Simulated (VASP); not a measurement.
# Adsorption sites of N on Co(0001), part 6 of 8

Where does N sit on Co(0001), and how strongly does it bind?

VASP 6.6.1, plane waves and PAW; the level of theory is named at each step.

Still holding for the runs below: The magnetic state follows from one typed start and may not be the lowest.

So far. Step 8 (Potential and states with the adsorbate, site ontop): The vacuum level lies 5.81 eV above the Fermi level at the upper face; the two faces differ by 1.08 eV, the step that the slab's dipole of 0.131 e·Å makes.

## Step 10: Going on with the relaxation

Level of this step: RPBE, spin-polarised from a ferromagnetic start; plane waves and PAW (Co, N) (VASP).

The relaxation goes on from its last finished geometry.

INCAR

```
SYSTEM = Co12N
PREC = Normal
ENCUT = 440
EDIFF = 1E-05
NELM = 120
ISMEAR = 1
SIGMA = 0.15
LREAL = Auto
ALGO = Fast
GGA = RP
NBANDS = 90
ISPIN = 2
MAGMOM = 2 2 2 2 2 2 2 2 2 2 2 2 0
LASPH = .TRUE.
LMAXMIX = 4
LORBIT = 11
LWAVE = .FALSE.
LCHARG = .FALSE.
KPAR = 4
IBRION = 2
NSW = 50
ISIF = 2
EDIFFG = -0.03
POTIM = 0.25
MAXMIX = 40
IDIPOL = 3
LDIPOL = .TRUE.
DIPOL = 0.5 0.5 0.512
```

POSCAR

```
Co12N
1.0
    5.0237193640      0.0000000000      0.0000000000
    2.5118596820      4.3506685907      0.0000000000
    0.0000000000      0.0000000000     19.0686182875
Co N
12 1
Selective dynamics
Direct
    0.0000000000      0.0000000000      0.3933163800  F F F
    0.5000000000      0.0000000000      0.3933163800  F F F
    0.0000000000      0.5000000000      0.3933163800  F F F
    0.5000000000      0.5000000000      0.3933163800  F F F
    0.8304514567      0.3465053587      0.4972422976  T T T
    0.3230431747      0.3465053587      0.4972422976  T T T
    0.8235215366      0.8529569168      0.4962912223  T T T
    0.3287480400      0.8425039100      0.4962308093  T T T
    0.9766558355      0.0315607797      0.6048521644  T T T
    0.4917833848      0.0315607797      0.6048521644  T T T
    0.9848568824      0.5302862351      0.5973804347  T T T
    0.4907160175      0.5185679649      0.6047013448  T T T
    0.3184171650      0.8631656701      0.6539386344  T T T
```

KPOINTS

```
Automatic mesh
0
Gamma
6 6 1
0 0 0
```

PAW data sets: Co and N (PBE family, release 64).

Started as:

```
> mpirun -np 4 vasp_std
```

The log of the run:

```text
[... set-up lines as in an earlier step ...]
 entering main loop
       N       E                     dE             d eps       ncg     rms          rms(c)
DAV:   1     0.849086776526E+03    0.84909E+03   -0.42935E+04  4680   0.111E+03
DAV:   2    -0.342776675564E+01   -0.85251E+03   -0.78842E+03  4680   0.283E+02
DAV:   3    -0.895041627869E+02   -0.86076E+02   -0.77265E+02  5502   0.117E+02
DAV:   4    -0.945809005599E+02   -0.50767E+01   -0.49722E+01  5132   0.280E+01
DAV:   5    -0.946847597269E+02   -0.10386E+00   -0.10379E+00  5278   0.380E+00    0.392E+01
RMM:   6    -0.113629498746E+03   -0.18945E+02   -0.14240E+02  4694   0.675E+01    0.743E+01
RMM:   7    -0.103167555728E+03    0.10462E+02   -0.57030E+01  4700   0.409E+01    0.598E+01
RMM:   8    -0.112968801444E+03   -0.98012E+01   -0.20641E+01  4698   0.251E+01    0.783E+01
RMM:   9    -0.785126415136E+02    0.34456E+02   -0.96810E+00  4690   0.177E+01    0.266E+01
RMM:  10    -0.933268161229E+02   -0.14814E+02   -0.16367E+01  4700   0.195E+01    0.587E+01
RMM:  11    -0.794136088118E+02    0.13913E+02   -0.14625E+01  4700   0.212E+01    0.348E+01
RMM:  12    -0.732108140932E+02    0.62028E+01   -0.29780E+00  4699   0.976E+00    0.139E+01
RMM:  13    -0.751405515762E+02   -0.19297E+01   -0.20873E+00  4698   0.687E+00    0.172E+01
RMM:  14    -0.749258662918E+02    0.21469E+00   -0.12172E+00  4694   0.594E+00    0.785E+00
RMM:  15    -0.772009246510E+02   -0.22751E+01   -0.11626E+00  4701   0.466E+00    0.139E+01
RMM:  16    -0.770750320070E+02    0.12589E+00   -0.59865E-01  4705   0.407E+00    0.576E+00
RMM:  17    -0.778180813424E+02   -0.74305E+00   -0.31414E-01  4697   0.225E+00    0.470E+00
RMM:  18    -0.784711143314E+02   -0.65303E+00   -0.30867E-01  4722   0.241E+00    0.545E+00
RMM:  19    -0.796430553684E+02   -0.11719E+01   -0.80033E-01  5036   0.285E+00    0.275E+00
RMM:  20    -0.801522001651E+02   -0.50914E+00   -0.25819E-01  4742   0.158E+00    0.352E+00
RMM:  21    -0.802586301784E+02   -0.10643E+00   -0.70690E-02  4701   0.119E+00    0.198E+00
RMM:  22    -0.804508269804E+02   -0.19220E+00   -0.44392E-02  4731   0.614E-01    0.154E+00
RMM:  23    -0.807123594241E+02   -0.26153E+00   -0.68389E-02  4809   0.727E-01    0.104E+00
RMM:  24    -0.809588205482E+02   -0.24646E+00   -0.57214E-02  4840   0.603E-01    0.775E-01
RMM:  25    -0.810856422609E+02   -0.12682E+00   -0.27259E-02  4743   0.393E-01    0.493E-01
RMM:  26    -0.811563549013E+02   -0.70713E-01   -0.18026E-02  4758   0.319E-01    0.365E-01
RMM:  27    -0.811939995366E+02   -0.37645E-01   -0.67817E-03  4707   0.209E-01    0.281E-01
RMM:  28    -0.812075158282E+02   -0.13516E-01   -0.21373E-03  4696   0.131E-01    0.238E-01
RMM:  29    -0.812160339144E+02   -0.85181E-02   -0.66702E-04  4693   0.872E-02    0.167E-01
RMM:  30    -0.812221211117E+02   -0.60872E-02   -0.38707E-04  4697   0.567E-02    0.120E-01
RMM:  31    -0.812250463906E+02   -0.29253E-02   -0.16483E-04  4663   0.426E-02    0.598E-02
RMM:  32    -0.812271695624E+02   -0.21232E-02   -0.96642E-05  4353   0.300E-02    0.246E-02
RMM:  33    -0.812288398849E+02   -0.16703E-02   -0.11651E-04  4194   0.251E-02    0.256E-02
RMM:  34    -0.812298390074E+02   -0.99912E-03   -0.83079E-05  3944   0.216E-02    0.116E-02
RMM:  35    -0.812303387278E+02   -0.49972E-03   -0.40353E-05  3546   0.139E-02    0.931E-03
RMM:  36    -0.812305235498E+02   -0.18482E-03   -0.16858E-05  3252   0.907E-03    0.877E-03
RMM:  37    -0.812305925805E+02   -0.69031E-04   -0.56702E-06  3020   0.553E-03    0.682E-03
RMM:  38    -0.812306439636E+02   -0.51383E-04   -0.38514E-06  2950   0.490E-03    0.523E-03
RMM:  39    -0.812306559712E+02   -0.12008E-04   -0.15149E-06  2700   0.337E-03    0.344E-03
RMM:  40    -0.812306597128E+02   -0.37417E-05   -0.35108E-07  2067   0.229E-03
   1 F= -.81230660E+02 E0= -.81234928E+02  d E =-.812307E+02  mag=    18.1491
 curvature:   0.00 expect dE= 0.000E+00 dE for cont linesearch  0.000E+00
 trial: gam= 0.00000 g(F)=  0.553E-02 g(S)=  0.000E+00 ort = 0.000E+00 (trialstep = 0.100E+01)
 search vector abs. value=  0.553E-02
 bond charge predicted
       N       E                     dE             d eps       ncg     rms          rms(c)
DAV:   1    -0.812335821928E+02   -0.29262E-02   -0.50637E-01  4988   0.219E+00    0.311E-01
RMM:   2    -0.812333929480E+02    0.18924E-03   -0.91645E-03  4700   0.516E-01    0.203E-01
RMM:   3    -0.812341936419E+02   -0.80069E-03   -0.18475E-03  4781   0.180E-01    0.104E-01
RMM:   4    -0.812349334732E+02   -0.73983E-03   -0.42373E-04  4905   0.920E-02    0.701E-02
RMM:   5    -0.812351916356E+02   -0.25816E-03   -0.15460E-04  4649   0.537E-02    0.410E-02
RMM:   6    -0.812351707073E+02    0.20928E-04   -0.56371E-05  4200   0.300E-02    0.189E-02
RMM:   7    -0.812352087399E+02   -0.38033E-04   -0.16033E-05  3138   0.172E-02    0.118E-02
RMM:   8    -0.812352204679E+02   -0.11728E-04   -0.50337E-06  2883   0.109E-02    0.437E-03
RMM:   9    -0.812352452716E+02   -0.24804E-04   -0.27881E-06  2868   0.641E-03    0.367E-03
RMM:  10    -0.812352505320E+02   -0.52604E-05   -0.89050E-07  2753   0.405E-03
   2 F= -.81235251E+02 E0= -.81239372E+02  d E =-.459082E-02  mag=    18.1597
[... from here on, the cycles between the ionic steps are left out ...]
   3 F= -.81239118E+02 E0= -.81242895E+02  d E =-.845876E-02  mag=    18.1819
   4 F= -.81242741E+02 E0= -.81246462E+02  d E =-.362216E-02  mag=    18.1763
   5 F= -.81244172E+02 E0= -.81247808E+02  d E =-.505356E-02  mag=    18.1697
   6 F= -.81245464E+02 E0= -.81249097E+02  d E =-.129155E-02  mag=    18.1735
   7 F= -.81247821E+02 E0= -.81251444E+02  d E =-.364935E-02  mag=    18.1856
   8 F= -.81245415E+02 E0= -.81248984E+02  d E =-.124307E-02  mag=    18.2039
   9 F= -.81248064E+02 E0= -.81251675E+02  d E =-.389199E-02  mag=    18.1851
  10 F= -.81249492E+02 E0= -.81253092E+02  d E =-.142847E-02  mag=    18.1811
  11 F= -.81252260E+02 E0= -.81255826E+02  d E =-.419579E-02  mag=    18.1714
  12 F= -.81250045E+02 E0= -.81253524E+02  d E =-.198091E-02  mag=    18.1497
  13 F= -.81252902E+02 E0= -.81256450E+02  d E =-.483754E-02  mag=    18.1653
  14 F= -.81254388E+02 E0= -.81257891E+02  d E =-.148598E-02  mag=    18.1689
  15 F= -.81255443E+02 E0= -.81258901E+02  d E =-.254125E-02  mag=    18.1728
  16 F= -.81255954E+02 E0= -.81259320E+02  d E =-.305276E-02  mag=    18.1803
  17 F= -.81257755E+02 E0= -.81261180E+02  d E =-.180050E-02  mag=    18.1774
  18 F= -.81260649E+02 E0= -.81264224E+02  d E =-.469442E-02  mag=    18.1738
  19 F= -.81260704E+02 E0= -.81264323E+02  d E =-.475000E-02  mag=    18.1725
  20 F= -.81262383E+02 E0= -.81266070E+02  d E =-.167839E-02  mag=    18.1745
  21 F= -.81262496E+02 E0= -.81266235E+02  d E =-.179199E-02  mag=    18.1778
  22 F= -.81262581E+02 E0= -.81266299E+02  d E =-.187717E-02  mag=    18.1767
  23 F= -.81262936E+02 E0= -.81266712E+02  d E =-.354048E-03  mag=    18.1705
  24 F= -.81262953E+02 E0= -.81266733E+02  d E =-.371433E-03  mag=    18.1694
 curvature:  -2.36 expect dE=-0.253E-03 dE for cont linesearch -0.770E-06
 trial: gam= 0.41044 g(F)=  0.107E-03 g(S)=  0.000E+00 ort =-0.133E-04 (trialstep = 0.246E+01)
 search vector abs. value=  0.188E-03
 bond charge predicted
       N       E                     dE             d eps       ncg     rms          rms(c)
DAV:   1    -0.812627277397E+02    0.21670E-03   -0.10369E-01  4860   0.968E-01    0.141E-01
RMM:   2    -0.812625126127E+02    0.21513E-03   -0.14895E-03  4698   0.235E-01    0.106E-01
RMM:   3    -0.812629169815E+02   -0.40437E-03   -0.36878E-04  4972   0.840E-02    0.439E-02
RMM:   4    -0.812628370255E+02    0.79956E-04   -0.81265E-05  4729   0.407E-02    0.369E-02
RMM:   5    -0.812628877379E+02   -0.50712E-04   -0.18834E-05  3279   0.198E-02    0.258E-02
RMM:   6    -0.812629556776E+02   -0.67940E-04   -0.87666E-06  2904   0.147E-02    0.191E-02
RMM:   7    -0.812629943997E+02   -0.38722E-04   -0.38608E-06  2828   0.977E-03    0.145E-02
RMM:   8    -0.812630446738E+02   -0.50274E-04   -0.19298E-06  2818   0.625E-03    0.108E-02
RMM:   9    -0.812630730330E+02   -0.28359E-04   -0.11400E-06  2807   0.457E-03    0.842E-03
RMM:  10    -0.812630858355E+02   -0.12802E-04   -0.44341E-07  2673   0.298E-03    0.674E-03
RMM:  11    -0.812630938242E+02   -0.79887E-05   -0.23508E-07  2377   0.245E-03
  25 F= -.81263094E+02 E0= -.81266874E+02  d E =-.140897E-03  mag=    18.1695
 trial-energy change:   -0.000141  1 .order   -0.000117   -0.000250    0.000016
 step:   2.3091(harm=  2.3091)  dis= 0.00152  next Energy=   -81.263070 (dE=-0.117E-03)
 reached required accuracy - stopping structural energy minimisation
```

Run time: 26 min. Hardware: 4 MPI ranks of Intel Xeon 6975P-C (Granite Rapids), shared host; peak memory 2.7 GiB; 84 min of CPU time.

Parts of OUTCAR (step 10):

```text
   k-points           NKPTS =     13   k-points in BZ     NKDIM =     13   number of bands    NBANDS=     90

   NELECT =     113.0000    total number of electrons

 dipolmoment           0.000000      0.000000      0.058007 electrons x Angstroem

 E-fermi :   0.0645

 spin component 1
 k-point     1 :       0.0000    0.0000    0.0000
  band No.  band energies     occupation
    ...
     61      -0.4583      1.00000
     62      -0.4568      1.00001
     63      -0.4114      1.00003
     64      -0.3800      1.00011
     65      -0.3729      1.00015
     66       0.4462     -0.00095
     67       0.4506     -0.00083
     68       1.2407     -0.00000
     69       1.2440     -0.00000
     70       1.2498     -0.00000
    ...

 k-point     2 :       0.1667    0.0000    0.0000
  band No.  band energies     occupation
    ...
     61      -0.6505      1.00000
     62      -0.5772      1.00000
     63      -0.5183      1.00000
     64      -0.3130      1.00108
     65      -0.0493      0.97860
     66       0.2260     -0.03138
     67       0.3587     -0.00904
     68       0.5133     -0.00010
     69       1.2777     -0.00000
     70       1.3479     -0.00000
    ...

  Total       -2.6189900     -2.5655797     -0.4169714      0.0000000      0.0412240      0.0000000
  in kB      -10.0680143     -9.8626927     -1.6029361      0.0000000      0.1584746      0.0000000
  external PRESSURE =      -7.1778810 kB  Pullay stress =       0.0000000 kB

 POSITION                                       TOTAL-FORCE (eV/Angst)
 -----------------------------------------------------------------------------------
      0.00000      0.00000      7.50000        -0.028968      0.013068     -0.015623
      2.51186      0.00000      7.50000         0.028968      0.013068     -0.015623
      1.25593      2.17533      7.50000         0.000000     -0.002823      0.059045
      3.76779      2.17533      7.50000         0.000000     -0.041992     -0.015739
      5.02598      1.44760      9.47720        -0.003759      0.004223     -0.000360
      2.50960      1.44760      9.47720         0.003759      0.004223     -0.000360
      6.27965      3.61990      9.47645         0.000000     -0.000171     -0.000139
      3.76779      3.62046      9.44030         0.000000      0.008861      0.003518
      4.99205      0.01484     11.52472         0.002872     -0.000320      0.002161
      2.54353      0.01484     11.52472        -0.002872     -0.000320      0.002161
      1.25593      2.17342     11.40520         0.000000     -0.004310     -0.004008
      3.76779      2.13453     11.52723         0.000000      0.015032     -0.003239
      3.76779      3.62358     12.48455         0.000000     -0.008540     -0.011794
 -----------------------------------------------------------------------------------
    total drift:                                0.000008     -0.017570      0.075633

  FREE ENERGIE OF THE ION-ELECTRON SYSTEM (eV)
  ---------------------------------------------------
  free  energy   TOTEN  =       -81.2630938242 eV

  energy  without entropy=      -81.2744330870  energy(sigma->0) =      -81.26687358

 vacuum level on the upper side and lower side of the slab         5.253         4.745

 magnetization (x)
# of ion       s       p       d       tot
------------------------------------------
    1       -0.012  -0.050   1.801   1.739
    2       -0.012  -0.050   1.801   1.739
    3       -0.013  -0.047   1.811   1.751
    4       -0.012  -0.050   1.801   1.739
    5       -0.014  -0.052   1.746   1.679
    6       -0.014  -0.052   1.746   1.679
    7       -0.014  -0.052   1.745   1.679
    8       -0.016  -0.047   1.874   1.812
    9       -0.005  -0.029   0.985   0.950
   10       -0.005  -0.029   0.985   0.950
   11       -0.005  -0.019   1.832   1.808
   12       -0.005  -0.029   0.989   0.955
   13        0.002  -0.074   0.000  -0.072
--------------------------------------------------
tot         -0.126  -0.581  19.116  18.409

[... 5 parts as in an earlier step ...]

[... 17 further parts left out ...]
```

CONTCAR:

```
Co12N
   1.00000000000000
     5.0237193639999997    0.0000000000000000    0.0000000000000000
     2.5118596819999999    4.3506685906999998    0.0000000000000000
     0.0000000000000000    0.0000000000000000   19.0686182875000014
  Co              N
    12     1
Selective dynamics
Direct
     0.0000000000000000    0.0000000000000000    0.3933163800000017   F   F   F
     0.5000000000000000    0.0000000000000000    0.3933163800000017   F   F   F
     0.0000000000000000    0.5000000000000000    0.3933163800000017   F   F   F
     0.5000000000000000    0.5000000000000000    0.3933163800000017   F   F   F
     0.8340838772078252    0.3327302499124443    0.4970049776045212   T   T   T
     0.3331858629797243    0.3327302499124443    0.4970049776045212   T   T   T
     0.8339837362050472    0.8320325175898982    0.4969659272780770   T   T   T
     0.3339195999878593    0.8321607900242807    0.4950697231518990   T   T   T
     0.9919909504684542    0.0034102661601779    0.6043815250636408   T   T   T
     0.5045987833713674    0.0034102661601779    0.6043815250636408   T   T   T
     0.0002203500183293    0.4995592998633467    0.5981134446820363   T   T   T
     0.5046894234918596    0.4906211529162791    0.6045130927214849   T   T   T
     0.3335610863557014    0.8328778273885989    0.6547169292701371   T   T   T
```

The run keeps the 2 symmetry operations of its start, so it cannot find a distortion of lower symmetry.

The steps of the relaxation (22 of 25):

| step | energy less that of the first step (eV) | largest force (eV/Å) |
| --- | --- | --- |
| 1 | 0.0000 | 0.2743 |
| 2 | -0.0046 | 0.1503 |
| 3 | -0.0085 | 0.2145 |
| 4 | -0.0121 | 0.1144 |
| 6 | -0.0148 | 0.0955 |
| 7 | -0.0172 | 0.0955 |
| 8 | -0.0148 | 0.2459 |
| 9 | -0.0174 | 0.1235 |
| 10 | -0.0188 | 0.1167 |
| 11 | -0.0216 | 0.1154 |
| 12 | -0.0194 | 0.3462 |
| 14 | -0.0237 | 0.1351 |
| 15 | -0.0248 | 0.0905 |
| 16 | -0.0253 | 0.1495 |
| 17 | -0.0271 | 0.1078 |
| 18 | -0.0300 | 0.1139 |
| 19 | -0.0300 | 0.1311 |
| 20 | -0.0317 | 0.0563 |
| 22 | -0.0319 | 0.0449 |
| 23 | -0.0323 | 0.0339 |
| 24 | -0.0323 | 0.0361 |
| 25 | -0.0324 | 0.0154 |

The atoms that moved most (Å):

| atom | dx | dy | dz | length |
| --- | --- | --- | --- | --- |
| Co11 | 0.000 | -0.134 | 0.014 | 0.134 |
| N13 | 0.000 | -0.132 | 0.015 | 0.133 |
| Co9 | 0.006 | -0.122 | -0.009 | 0.123 |
| Co10 | -0.006 | -0.122 | -0.009 | 0.123 |
| Co12 | 0.000 | -0.122 | -0.004 | 0.122 |
| Co7 | 0.000 | -0.091 | 0.013 | 0.092 |
| Co5 | -0.016 | -0.060 | -0.005 | 0.062 |
| Co6 | 0.016 | -0.060 | -0.005 | 0.062 |

The relaxed structure:

```cif
data_structure
_symmetry_space_group_name_H-M 'P 1'
_symmetry_Int_Tables_number 1
_cell_length_a 5.0237
_cell_length_b 5.0237
_cell_length_c 19.0686
_cell_angle_alpha 90.000
_cell_angle_beta 90.000
_cell_angle_gamma 60.000
_cell_volume 416.77
loop_
_atom_site_label
_atom_site_type_symbol
_atom_site_fract_x
_atom_site_fract_y
_atom_site_fract_z
_atom_site_occupancy
Co1 Co 0.00000 0.00000 0.39332 1
Co2 Co 0.50000 0.00000 0.39332 1
Co3 Co 0.00000 0.50000 0.39332 1
Co4 Co 0.50000 0.50000 0.39332 1
Co5 Co 0.83408 0.33273 0.49700 1
Co6 Co 0.33319 0.33273 0.49700 1
Co7 Co 0.83398 0.83203 0.49697 1
Co8 Co 0.33392 0.83216 0.49507 1
Co9 Co 0.99199 0.00341 0.60438 1
Co10 Co 0.50460 0.00341 0.60438 1
Co11 Co 0.00022 0.49956 0.59811 1
Co12 Co 0.50469 0.49062 0.60451 1
N13 N 0.33356 0.83288 0.65472 1
```

Numbers from this step:

```
electronic cycles                                 : 227
free energy (TOTEN)                               : -81.2631 eV
energy at zero smearing                           : -81.2669 eV
Fermi energy                                      : 0.0645 eV
moment of the cell, from the last line of the log : 18.17 μB
dipole moment                                     : 0, 0, 0.05801 e·Å
```

Spin moment in the PAW sphere by atom:

| atom | spin moment in the PAW sphere (μB) |
| --- | --- |
| Co1 | 1.74 |
| Co2 | 1.74 |
| Co3 | 1.75 |
| Co4 | 1.74 |
| Co5 | 1.68 |
| Co6 | 1.68 |
| Co7 | 1.68 |
| Co8 | 1.81 |
| Co9 | 0.95 |
| Co10 | 0.95 |
| Co11 | 1.81 |
| Co12 | 0.95 |
| N13 | -0.07 |

The run ended after 25 ionic steps, 0.032 eV below its first step, once the forces on the free atoms met EDIFFG = -0.03.

(Continued in part 7 of 8.)

[Lines on the potential files, build, host, timing and source positions are cut from VASP's logs without a mark.]

[Logs are printed without paths, hosts, clocks, repeated set-up lines and the standing remarks that a program may print on its own settings, such as how far it seeks lower states.]

[Hosts, paths, dates, database ids (printed as entryN), source tags and the programs' standing remarks are cut or masked in the printed files.]

[Runs that stopped without an error message from VASP are left out.]
